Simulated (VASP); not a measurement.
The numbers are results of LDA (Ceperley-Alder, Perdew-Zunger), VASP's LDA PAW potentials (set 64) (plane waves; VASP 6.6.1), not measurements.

VASP input:

**POSCAR**
```
PbS
1
   -0.0000000000     2.9227693173     2.9227693173
    2.9227693173    -0.0000000000     2.9227693173
    2.9227693173     2.9227693173     0.0000000000
Pb S
1 1
Direct
  0.0000000000   0.0000000000   0.0000000000
  0.5000000000   0.5000000000   0.5000000000
```

File KPOINTS:
```
Regular mesh
0
gamma
 7 7 7
0 0 0
```

### INCAR
```
! general
SYSTEM   =  PbS
PREC     =  Accurate
ENCUT    =  400
LREAL    =  .FALSE.
LASPH    =  .TRUE.

! electronic loop
EDIFF    =  1E-6
NELM     =  100
ALGO     =  Normal
LMAXMIX  =  4

! smearing
ISMEAR   =  0
SIGMA    =  0.05

! ions
IBRION   =  2
NSW      =  60
ISIF     =  3
EDIFFG   =  -0.01

! output
LWAVE    =  .FALSE.
LCHARG   =  .FALSE.
```

POTCAR, in this order: Pb_d S (LDA.64 set). Program: vasp_std.

The resulting files:

**OSZICAR**
```
       N       E                     dE             d eps       ncg     rms          rms(c)
DAV:   1     0.145833535341E+03    0.14583E+03   -0.87134E+03   560   0.125E+03
DAV:   2     0.680958048625E+00   -0.14515E+03   -0.14130E+03   602   0.327E+02
DAV:   3    -0.101514574164E+02   -0.10832E+02   -0.10733E+02   728   0.979E+01
DAV:   4    -0.104143571685E+02   -0.26290E+00   -0.26271E+00   652   0.182E+01
DAV:   5    -0.104250871258E+02   -0.10730E-01   -0.10730E-01   820   0.326E+00    0.485E+00
DAV:   6    -0.100133293470E+02    0.41176E+00   -0.12766E+00   834   0.943E+00    0.345E+00
DAV:   7    -0.100062132555E+02    0.71161E-02   -0.11262E-01   584   0.197E+00    0.183E+00
DAV:   8    -0.100029288296E+02    0.32844E-02   -0.10460E-02   686   0.124E+00    0.117E-01
DAV:   9    -0.100026437052E+02    0.28512E-03   -0.18517E-03   830   0.412E-01    0.754E-02
DAV:  10    -0.100026676770E+02   -0.23972E-04   -0.12547E-04   608   0.879E-02    0.380E-02
DAV:  11    -0.100026634150E+02    0.42619E-05   -0.20422E-05   702   0.586E-02    0.122E-02
DAV:  12    -0.100026633768E+02    0.38276E-07   -0.77917E-07   378   0.132E-02
   1 F= -.10002663E+02 E0= -.10002663E+02  d E =-.100027E+02
```

OUTCAR:
```
------------------------ aborting loop because EDIFF is reached ----------------------------------------
  FORCE on cell =-STRESS in cart. coord.  units (eV):
  Direction    XX          YY          ZZ          XY          YZ          ZX
  --------------------------------------------------------------------------------------
  Total       -0.0135862     -0.0135862     -0.0135862      0.0000000      0.0000000      0.0000000
  in kB       -0.4359096     -0.4359096     -0.4359096      0.0000000      0.0000000      0.0000000
  external PRESSURE =      -0.4359096 kB  Pullay stress =       0.0000000 kB
  volume of cell :       49.94
      direct lattice vectors                 reciprocal lattice vectors
     0.000000000  2.922769317  2.922769317    -0.171070634  0.171070634  0.171070634
     2.922769317  0.000000000  2.922769317     0.171070634 -0.171070634  0.171070634
     2.922769317  2.922769317  0.000000000     0.171070634  0.171070634 -0.171070634
  FREE ENERGIE OF THE ION-ELECTRON SYSTEM (eV)
  ---------------------------------------------------
  free  energy   TOTEN  =       -10.0026633768 eV

  energy  without entropy=      -10.0026633768  energy(sigma->0) =      -10.00266338

 reached required accuracy - stopping structural energy minimisation
```
(Selected blocks of OUTCAR.)

The compound is PbS in the rock salt structure. It was relaxed first. The start is the result of an earlier pass.
